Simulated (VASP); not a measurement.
# PmTe (Pm-3m) in VASP: further runs

The runs below take PmTe through single point, with LDA+U.

All numbers are computed with VASP 6.6.1; they aren't measurements. Logs are shortened: lines on timing, memory, paths and dates and some standing lists are left out, and cuts for length are marked.

## Step 1: The crystal as given

The structure is cubic, space group Pm-3m (No. 221). Conventional cell: a = 3.763 Å, b = 3.763 Å, c = 3.763 Å, α = 90.00°, β = 90.00°, γ = 90.00°. Around Pm (site symmetry m-3m) lie 8 Te at 3.26 Å. Te (site symmetry m-3m) has 8 Pm at 3.26 Å as nearest neighbours.

The cell comes from a database or a generator and needn't be the stable form of this composition.

## Step 2: Single point, LDA+U, collinear spin, antiferromagnetic start

The input, INCAR:

```
SYSTEM = PmTe
PREC     = Accurate       ! precision mode
ENCUT    = 520            ! plane-wave cutoff, eV
EDIFF    = 1E-6           ! SCF threshold, eV
ISMEAR   = 0              ! smearing method
SIGMA    = 0.05           ! smearing width, eV
LREAL    = .False.        ! projectors in reciprocal space
LASPH    = .True.         ! aspherical terms in the spheres
NELM     = 120            ! most SCF steps
ALGO     = Fast           ! electronic algorithm
ISIF     = 2              ! what is computed and relaxed
LWAVE    = .False.        ! write WAVECAR
LCHARG   = .True.         ! write CHGCAR
ISPIN    = 2              ! spin polarisation
MAGMOM   = 4 -4 0 0       ! initial moments
LORBIT   = 11             ! projections on sites
LMAXMIX  = 6              ! l up to which the mixer works
LDAU     = .True.         ! DFT+U
LDAUTYPE = 2            
LDAUL    = 3 -1           ! shell
LDAUU    = 3 0            ! U, eV
LDAUJ    = 0 0          
LDAUPRINT= 1            
GGA      = CA             ! functional
LELF     = .True.         ! ELF
LVHAR    = .True.       
NBANDS   = 33             ! bands
```

The input, KPOINTS:

```
regular mesh
0
Gamma
  4 4 5
  0 0 0
```

The input, POSCAR:

```
PmTe
1.0
    3.7629149800      3.7629149800      0.0000000000
   -3.7629149800      3.7629149800      0.0000000000
    0.0000000000      0.0000000000      3.7629149800
Pm Te
2 2
Direct
    0.0000000000      0.0000000000      0.0000000000
    0.5000000000      0.5000000000      0.0000000000
    0.5000000000      0.0000000000      0.5000000000
    0.0000000000      0.5000000000      0.5000000000
```

Potentials or basis: VASP PAW PBE potentials, release 64 (Pm, Te).

On the command line:

```console
$ cat potpaw_PBE.64/Pm/POTCAR potpaw_PBE.64/Te/POTCAR > POTCAR
$ mpirun -np 1 vasp_std > vasp.out
```

OUTCAR:

```text
SYSTEM = PmTe
   PREC = Accurate
   ENCUT = 520
   EDIFF = 1E-6
   ISMEAR = 0
   LREAL = .False.
   LASPH = .True.
   NELM = 120
   ISIF = 2
   ISPIN = 2
   LORBIT = 11
   GGA = CA

 ion  position               nearest neighbor table
   1  0.000  0.000  0.000-   3 3.26   4 3.26   3 3.26   4 3.26   4 3.26   4 3.26   3 3.26   3 3.26

   2  0.500  0.500  0.000-   3 3.26   4 3.26   3 3.26   4 3.26   3 3.26   3 3.26   4 3.26   4 3.26

   3  0.500  0.000  0.500-   1 3.26   2 3.26   1 3.26   2 3.26   2 3.26   2 3.26   1 3.26   1 3.26

   4  0.000  0.500  0.500-   1 3.26   2 3.26   1 3.26   2 3.26   1 3.26   1 3.26   2 3.26   2 3.26

  LATTYP: Found a simple tetragonal cell.
 ALAT       =     5.3215653988
 C/A-ratio  =     0.7071067812

  Lattice vectors:

 A1 = (   3.7629149800,   3.7629149800,   0.0000000000)
 A2 = (  -3.7629149800,   3.7629149800,   0.0000000000)
 A3 = (   0.0000000000,   0.0000000000,   3.7629149800)

Analysis of symmetry for initial positions (statically):
=====================================================================
 Subroutine PRICEL returns following result:

  LATTYP: Found a simple cubic cell.
 ALAT       =     3.7629149800
[... 12 lines left out ...]
 Subroutine GETGRP returns: Found 16 space group operations
 (whereof 16 operations were pure point group operations)
 out of a pool of 16 trial point group operations.

The static configuration has the point symmetry D_4h.

Analysis of symmetry for dynamics (positions and initial velocities):
=====================================================================
 Subroutine PRICEL returns following result:

  LATTYP: Found a simple cubic cell.
 ALAT       =     3.7629149800
[... 12 lines left out ...]
 Subroutine GETGRP returns: Found 16 space group operations
 (whereof 16 operations were pure point group operations)
 out of a pool of 16 trial point group operations.

The dynamic configuration has the point symmetry D_4h.

Analysis of structural, dynamic, and magnetic symmetry:
=====================================================================
 Subroutine PRICEL returns following result:

  LATTYP: Found a simple cubic cell.
 ALAT       =     3.7629149800
[... 12 lines left out ...]
 Subroutine GETGRP returns: Found 16 space group operations
 (whereof 16 operations were pure point group operations)
 out of a pool of 16 trial point group operations.

The overall configuration has the point symmetry D_4h.

 Subroutine INISYM returns: Found 16 space group operations
 (whereof 16 operations are pure point group operations),
 and found     2 'primitive' translations

----------------------------------------------------------------------------------------

                                     Primitive cell

  volume of cell :      53.2811

  direct lattice vectors                    reciprocal lattice vectors
[... 177 lines left out ...]
 -0.0000  0.0000 -0.0000 -0.0000  0.0022 -0.0000 -0.0005
  0.0000 -0.0000 -0.0000 -0.0000 -0.0000  0.0018  0.0000
  0.0000  0.0000  0.0000  0.0000 -0.0005  0.0000  0.0024

spin component  2

  0.6727  0.0000 -0.3786  0.0000 -0.0000 -0.0000  0.0000
  0.0000  0.0386  0.0000 -0.0000  0.0000 -0.0000 -0.0000
 -0.3786  0.0000  0.4971  0.0000  0.0000  0.0000  0.0000
  0.0000 -0.0000  0.0000  0.9672 -0.0000 -0.0000 -0.0000
 -0.0000  0.0000  0.0000 -0.0000  0.4971 -0.0000  0.3786
 -0.0000 -0.0000  0.0000 -0.0000 -0.0000  0.9744 -0.0000
  0.0000 -0.0000  0.0000 -0.0000  0.3786 -0.0000  0.6727

 occupancies and eigenvectors

  o =  0.0018  v =  0.6616  0.0000 -0.7499 -0.0000 -0.0003 -0.0000 -0.0003  0.0000  0.0000  0.0000  0.0000  0.0000  0.0000  0.0000      0.0000  0.0000  0.0000  0.0000  0.0000  0.0000  0.0000  0.0000  0.0000  0.0000  0.0000  0.0000  0.0000  0.0000
  o =  0.0018  v =  0.0003 -0.0000 -0.0003  0.0000  0.7499 -0.0000  0.6616  0.0000  0.0000  0.0000  0.0000  0.0000  0.0000  0.0000      0.0000  0.0000  0.0000  0.0000  0.0000  0.0000  0.0000  0.0000  0.0000  0.0000  0.0000  0.0000  0.0000  0.0000
  o =  0.0018  v =  0.0000  0.0000 -0.0000  0.0000  0.0000  1.0000  0.0000  0.0000  0.0000  0.0000  0.0000  0.0000  0.0000  0.0000      0.0000  0.0000  0.0000  0.0000  0.0000  0.0000  0.0000  0.0000  0.0000  0.0000  0.0000  0.0000  0.0000  0.0000
  o =  0.0024  v = -0.0000 -0.0000 -0.0000 -1.0000 -0.0000  0.0000  0.0000  0.0000  0.0000  0.0000  0.0000  0.0000  0.0000  0.0000      0.0000  0.0000  0.0000  0.0000  0.0000  0.0000  0.0000  0.0000  0.0000  0.0000  0.0000  0.0000  0.0000  0.0000
  o =  0.0028  v =  0.7499 -0.0000  0.6616 -0.0000  0.0010  0.0000 -0.0011  0.0000  0.0000  0.0000  0.0000  0.0000  0.0000  0.0000      0.0000  0.0000  0.0000  0.0000  0.0000  0.0000  0.0000  0.0000  0.0000  0.0000  0.0000  0.0000  0.0000  0.0000
  o =  0.0028  v = -0.0011 -0.0000 -0.0010 -0.0000  0.6616 -0.0000 -0.7499  0.0000  0.0000  0.0000  0.0000  0.0000  0.0000  0.0000      0.0000  0.0000  0.0000  0.0000  0.0000  0.0000  0.0000  0.0000  0.0000  0.0000  0.0000  0.0000  0.0000  0.0000
  o =  0.0130  v = -0.0000  1.0000  0.0000 -0.0000  0.0000 -0.0000  0.0000  0.0000  0.0000  0.0000  0.0000  0.0000  0.0000  0.0000      0.0000  0.0000  0.0000  0.0000  0.0000  0.0000  0.0000  0.0000  0.0000  0.0000  0.0000  0.0000  0.0000  0.0000
  o =  0.0386  v =  0.0000  0.0000  0.0000  0.0000  0.0000  0.0000  0.0000  0.0000 -1.0000  0.0000 -0.0000 -0.0000 -0.0000  0.0000      0.0000  0.0000  0.0000  0.0000  0.0000  0.0000  0.0000  0.0000  0.0000  0.0000  0.0000  0.0000  0.0000  0.0000
  o =  0.1963  v =  0.0000  0.0000  0.0000  0.0000  0.0000  0.0000  0.0000 -0.6222 -0.0000 -0.7829  0.0000  0.0017 -0.0000 -0.0014      0.0000  0.0000  0.0000  0.0000  0.0000  0.0000  0.0000  0.0000  0.0000  0.0000  0.0000  0.0000  0.0000  0.0000
  o =  0.1963  v =  0.0000  0.0000  0.0000  0.0000  0.0000  0.0000  0.0000 -0.0014  0.0000 -0.0017  0.0000 -0.7829  0.0000  0.6222      0.0000  0.0000  0.0000  0.0000  0.0000  0.0000  0.0000  0.0000  0.0000  0.0000  0.0000  0.0000  0.0000  0.0000
  o =  0.9672  v =  0.0000  0.0000  0.0000  0.0000  0.0000  0.0000  0.0000  0.0000  0.0000 -0.0000 -1.0000 -0.0000 -0.0000 -0.0000      0.0000  0.0000  0.0000  0.0000  0.0000  0.0000  0.0000  0.0000  0.0000  0.0000  0.0000  0.0000  0.0000  0.0000
  o =  0.9736  v =  0.0000  0.0000  0.0000  0.0000  0.0000  0.0000  0.0000  0.7829 -0.0000 -0.6222  0.0000  0.0014  0.0000  0.0018      0.0000  0.0000  0.0000  0.0000  0.0000  0.0000  0.0000  0.0000  0.0000  0.0000  0.0000  0.0000  0.0000  0.0000
  o =  0.9736  v =  0.0000  0.0000  0.0000  0.0000  0.0000  0.0000  0.0000 -0.0018 -0.0000  0.0014 -0.0000  0.6222 -0.0000  0.7829      0.0000  0.0000  0.0000  0.0000  0.0000  0.0000  0.0000  0.0000  0.0000  0.0000  0.0000  0.0000  0.0000  0.0000
  o =  0.9744  v =  0.0000  0.0000  0.0000  0.0000  0.0000  0.0000  0.0000 -0.0000 -0.0000  0.0000 -0.0000  0.0000  1.0000  0.0000      0.0000  0.0000  0.0000  0.0000  0.0000  0.0000  0.0000  0.0000  0.0000  0.0000  0.0000  0.0000  0.0000  0.0000

 number of electron      42.0000013 magnetization       0.0000000

 Free energy of the ion-electron system (eV)
  ---------------------------------------------------
  ext. energy  EPLUGINS =         0.00000000
  ---------------------------------------------------
  free energy    TOTEN  =       -27.31532574 eV

  energy without entropy =      -27.29840929  energy(sigma->0) =      -27.30686751

 E-fermi :   8.6973     XC(G=0): -10.8637

 val. band max:        8.6948929591   @ k =   0.5000   0.0000   0.0000
 cond. band min:       8.7133610099   @ k =   0.2500   0.0000   0.4000
 fundamental gap:      0.0184680508
 Fermi energy:         8.6973359895

 spin component 1

 k-point     1 :       0.0000    0.0000    0.0000
  band No.  band energies     occupation
      1     -30.2806      1.00000
      2     -28.4392      1.00000
      3     -10.9104      1.00000
      4     -10.9104      1.00000
      5     -10.6257      1.00000
      6      -9.5011      1.00000
[... 637 lines left out ...]
     32      11.9306      0.00000
     33      12.0863      0.00000
 Fermi energy:         8.6973359895

 spin component 2

 k-point     1 :       0.0000    0.0000    0.0000
  band No.  band energies     occupation
      1     -30.2806      1.00000
      2     -28.4392      1.00000
      3     -10.9104      1.00000
      4     -10.9104      1.00000
      5     -10.6257      1.00000
      6      -9.5011      1.00000
[... 637 lines left out ...]
     32      11.9585      0.00000
     33      12.2119      0.00000

------------------------ aborting loop because EDIFF is reached ----------------------------------------

  FORCE on cell =-STRESS in cart. coord.  units (eV):
  Direction    XX          YY          ZZ          XY          YZ          ZX
  --------------------------------------------------------------------------------------
  -------------------------------------------------------------------------------------
  Total        1.7895653      1.7895653      1.5888547      0.0000000      0.0000000      0.0000000
  in kB       26.9063576     26.9063576     23.8886475      0.0000000      0.0000000      0.0000000
  external PRESSURE =      25.9004543 kB  Pullay stress =       0.0000000 kB

 VOLUME and BASIS-vectors are now :
 -----------------------------------------------------------------------------
  energy-cutoff  :      520.00
  volume of cell :      106.56
      direct lattice vectors                 reciprocal lattice vectors
     3.762914980  3.762914980  0.000000000     0.132875710  0.132875710  0.000000000
    -3.762914980  3.762914980  0.000000000    -0.132875710  0.132875710  0.000000000
     0.000000000  0.000000000  3.762914980     0.000000000  0.000000000  0.265751420

 POSITION                                       TOTAL-FORCE (eV/Angst)
 -----------------------------------------------------------------------------------
      0.00000      0.00000      0.00000         0.000000     -0.000000      0.000000
      0.00000      3.76291      0.00000        -0.000000      0.000000     -0.000000
      1.88146      1.88146      1.88146         0.000000     -0.000000      0.000000
     -1.88146      1.88146      1.88146         0.000000     -0.000000      0.000000
 -----------------------------------------------------------------------------------
    total drift:                                0.000000      0.000000     -0.000000

  FREE ENERGIE OF THE ION-ELECTRON SYSTEM (eV)
  ---------------------------------------------------
  free  energy   TOTEN  =       -27.3153257411 eV

  energy  without entropy=      -27.2984092853  energy(sigma->0) =      -27.30686751

 total charge

# of ion       s       p       d       f       tot
--------------------------------------------------
    1        1.998   5.527   0.528   4.340  12.394
    2        1.998   5.527   0.528   4.340  12.394
    3        1.354   2.132   0.033   0.000   3.518
    4        1.354   2.132   0.033   0.000   3.518
--------------------------------------------------
tot          6.704  15.318   1.122   8.681  31.825

 magnetization (x)

# of ion       s       p       d       f       tot
--------------------------------------------------
    1       -0.008   0.008   0.049   4.289   4.339
    2        0.008  -0.008  -0.049  -4.289  -4.339
    3        0.000   0.000   0.000   0.000   0.000
    4        0.000   0.000   0.000   0.000   0.000
--------------------------------------------------
tot          0.000   0.000   0.000   0.000   0.000
```

Run time: 14 min. Hardware: 1 thread of Intel Xeon Platinum 8375C at 2.90GHz (Ice Lake), shared host; peak memory 0.26 GiB.

What came out:

```yaml
Free_energy: -27.3153 eV
Pressure: 2.6 GPa
Band_gap_on_the_k_mesh: none (metal or under the smearing width)
Net_moment: 0.00 μB per cell
Site_moments: Pm +4.34, -4.34; Te +0.00 μB
Valence_electrons_inside_the_program's_atomic_spheres: Pm 12.39; Te 3.52
```

Stress tensor (GPa, compression positive):
```
2.69 0.00 0.00
0.00 2.69 0.00
0.00 0.00 2.39
```

Levels at points of the mesh, in eV from the Fermi level:
Spin up:
| k point | band 18 | band 19 | band 20 | band 21 | band 22 | band 23 | band 24 | band 25 |
| --- | --- | --- | --- | --- | --- | --- | --- | --- |
| (0.00, 0.00, 0.00) | -1.33 | -1.21 | -1.12 | -0.94 | -0.80 | -0.79 | 0.30 | 0.30 |
| (0.50, 0.00, 0.00) | -2.38 | -1.61 | -1.38 | -0.06 | 0.00 | 0.02 | 0.59 | 0.64 |
| (0.50, 0.50, 0.00) | -2.11 | -2.11 | -2.03 | -0.27 | 0.02 | 0.06 | 0.06 | 0.55 |
Spin down:
| k point | band 19 | band 20 | band 21 | band 22 | band 23 | band 24 |
| --- | --- | --- | --- | --- | --- | --- |
| (0.00, 0.00, 0.00) | -1.21 | -1.12 | -0.94 | -0.80 | -0.79 | 0.30 |
| (0.50, 0.00, 0.00) | -1.61 | -1.38 | -0.06 | 0.00 | 0.02 | 0.59 |
| (0.50, 0.50, 0.00) | -2.11 | -2.03 | -0.27 | 0.02 | 0.06 | 0.06 |

Eigenvalues of the final occupation matrices:
```tsv
site	spin	trace	eigenvalues
site 1 f	1	4.32	0.04 0.20 0.20 0.97 0.97 0.97 0.97
site 1 f	2	0.03	0.00 0.00 0.00 0.00 0.00 0.00 0.01
site 2 f	1	0.03	0.00 0.00 0.00 0.00 0.00 0.00 0.01
site 2 f	2	4.32	0.04 0.20 0.20 0.97 0.97 0.97 0.97
```

Caveat: the magnetic or orbital state may not be the lowest; the PAW data sets were made with another functional, which shifts forces and pressure a little; spin-orbit coupling is left out, which moves the levels of the heavy elements; the U is typed as a test and isn't derived for this compound. The state reached can hang on the start; a lower one may exist.

## Step 3: Single point, LDA+U, collinear spin, zero start

This run uses another cell than the first one: it holds 2 atoms, not 4.

Edit INCAR of step 2 so:

```diff
@@ -9,8 +9,8 @@
 NELM     = 120            ! most SCF steps
-ALGO     = Fast           ! electronic algorithm
+ALGO     = Normal         ! electronic algorithm
 ISIF     = 2              ! what is computed and relaxed
 LWAVE    = .False.        ! write WAVECAR
-LCHARG   = .True.         ! write CHGCAR
+LCHARG   = .False.        ! write CHGCAR
 ISPIN    = 2              ! spin polarisation
-MAGMOM   = 4 -4 0 0       ! initial moments
+MAGMOM   = 0 0            ! initial moments
 LORBIT   = 11             ! projections on sites
@@ -24,4 +24,2 @@
 GGA      = CA             ! functional
-LELF     = .True.         ! ELF
-LVHAR    = .True.       
-NBANDS   = 33             ! bands
+NBANDS   = 22             ! bands
```

The input, KPOINTS:

```
regular mesh
0
Gamma
  5 5 5
  0 0 0
```

The input, POSCAR:

```
PmTe
1.0
    3.7629149800      0.0000000000      0.0000000000
    0.0000000000      3.7629149800      0.0000000000
    0.0000000000      0.0000000000      3.7629149800
Pm Te
1 1
Direct
    0.0000000000      0.0000000000      0.0000000000
    0.5000000000      0.5000000000      0.5000000000
```

Potentials or basis: VASP PAW PBE potentials, release 64 (Pm, Te).

On the command line:

```console
$ cat potpaw_PBE.64/Pm/POTCAR potpaw_PBE.64/Te/POTCAR > POTCAR
$ mpirun -np 1 vasp_std > vasp.out
```

Run time: 41 s. Hardware: 1 thread of Intel Xeon Platinum 8375C at 2.90GHz (Ice Lake), shared host; peak memory 0.16 GiB.

It converged, with:

```yaml
Free_energy: -8.8942 eV
Pressure: -0.5 GPa
Band_gap_on_the_k_mesh: none (metal or under the smearing width)
Net_moment: 0.00 μB per cell
Valence_electrons_inside_the_program's_atomic_spheres: Pm 12.38; Te 3.50
```

Levels at points of the mesh, in eV from the Fermi level:
Spin up:
```tsv
k point	band 7	band 8	band 9	band 10	band 11	band 12	band 13	band 14
(0.00, 0.00, 0.00)	-1.34	-1.34	-0.82	-0.82	0.53	0.53	0.53	1.01
```
Spin down:
```csv
k point,band 7,band 8,band 9,band 10,band 11,band 12,band 13,band 14
"(0.00, 0.00, 0.00)",-1.34,-1.34,-0.82,-0.82,0.52,0.52,0.52,1.01
```

Eigenvalues of the final occupation matrices:
| site | spin | trace | eigenvalues |
| --- | --- | --- | --- |
| site 1 f | 1 | 2.18 | 0.00 0.00 0.00 0.03 0.71 0.71 0.71 |
| site 1 f | 2 | 2.18 | 0.00 0.00 0.00 0.03 0.71 0.71 0.71 |

Caveat: the magnetic or orbital state may not be the lowest; the PAW data sets were made with another functional, which shifts forces and pressure a little; spin-orbit coupling is left out, which moves the levels of the heavy elements; the U is typed as a test and isn't derived for this compound.

## Step 4: Single point, LDA+U, collinear spin, random start

This run uses another cell than the first one: it holds 2 atoms, not 4.

The input, INCAR:

```
SYSTEM = PmTe
  ALGO = Normal
  EDIFF = 1E-6
  ENCUT = 520
  GGA = CA
  ISIF = 2
  ISMEAR = 0
  ISPIN = 2
  LASPH = .TRUE.
  LCHARG = .FALSE.
  LDAU = .TRUE.
  LDAUJ = 0 0
  LDAUL = 3 -1
  LDAUPRINT = 1
  LDAUTYPE = 2
  LDAUU = 3 0
  LMAXMIX = 6
  LORBIT = 11
  LREAL = .FALSE.
  LWAVE = .FALSE.
  MAGMOM = -2.09 0
  NELM = 150
  PREC = Accurate
  SIGMA = 0.05
```

The input, KPOINTS:

```
k-points
0
G
  5 5 5
  0 0 0
```

POSCAR is that of step 3.

On the command line:

```console
$ cat potpaw_PBE.64/Pm/POTCAR potpaw_PBE.64/Te/POTCAR > POTCAR
$ mpirun -np 1 vasp_std > vasp.out
```

Wall time 46 s (1 thread of Intel Xeon Platinum 8375C at 2.90GHz (Ice Lake), shared host); peak memory 0.17 GiB.

Results (log left out):

* Free energy: -12.9303 eV
* Pressure: 3.9 GPa
* Net moment: -4.87 μB per cell
* Site moments: Pm -4.58; Te +0.05 μB
* Valence electrons inside the program's atomic spheres: Pm 12.48; Te 3.54

Levels at points of the mesh, in eV from the Fermi level:
Spin up:
```tsv
k point	band 4	band 5	band 6	band 7	band 8	band 9	band 10	band 11	band 12	band 13
(0.00, 0.00, 0.00)	-17.39	-12.56	-1.02	-1.02	-1.02	-0.59	-0.59	3.20	3.88	4.14
```
Spin down:
```csv
k point,band 12,band 13,band 14,band 15
"(0.00, 0.00, 0.00)",-0.21,-0.10,-0.10,-0.10
```

Eigenvalues of the final occupation matrices:
| site | spin | trace | eigenvalues |
| --- | --- | --- | --- |
| site 1 f | 1 | 0.02 | 0.00 0.00 0.00 0.00 0.00 0.00 0.01 |
| site 1 f | 2 | 4.50 | 0.03 0.54 0.54 0.54 0.95 0.95 0.95 |

Caveat: the magnetic or orbital state may not be the lowest; the bands computed are all filled at some k points, so no gap is given; the PAW data sets were made with another functional, which shifts forces and pressure a little; spin-orbit coupling is left out, which moves the levels of the heavy elements; the U is typed as a test and isn't derived for this compound. The state reached can hang on the start; a lower one may exist.

## Step 5: The runs side by side

| spin | k mesh | supercell matrix | gap on the mesh (eV) | pressure (GPa) | moment (μB) |
| --- | --- | --- | --- | --- | --- |
| collinear, antiferromagnetic start | 4 × 4 × 5 | [1, 1, 0, -1, 1, 0, 0, 0, 1] | none | 2.6 | 0.00 |
| collinear, zero start | 5 × 5 × 5 | - | none | -0.5 | 0.00 |
| collinear, random start | 5 × 5 × 5 | - | - | 3.9 | 4.87 |

Alike in all rows: task single point; level LDA+U; potentials or basis VASP PAW PBE potentials, release 64 (Pm, Te); Pm f U = 3 eV; cell as given; cutoff (eV) 520; smearing gaussian 0.05 eV.

Caveats: the magnetic or orbital state may not be the lowest; the PAW data sets were made with another functional, which shifts forces and pressure a little; spin-orbit coupling is left out, which moves the levels of the heavy elements; the U is typed as a test and isn't derived for this compound; the bands computed are all filled at some k points, so no gap is given (some runs).

Total energies depend on the potentials used, so only differences within one code and one set of settings carry meaning.
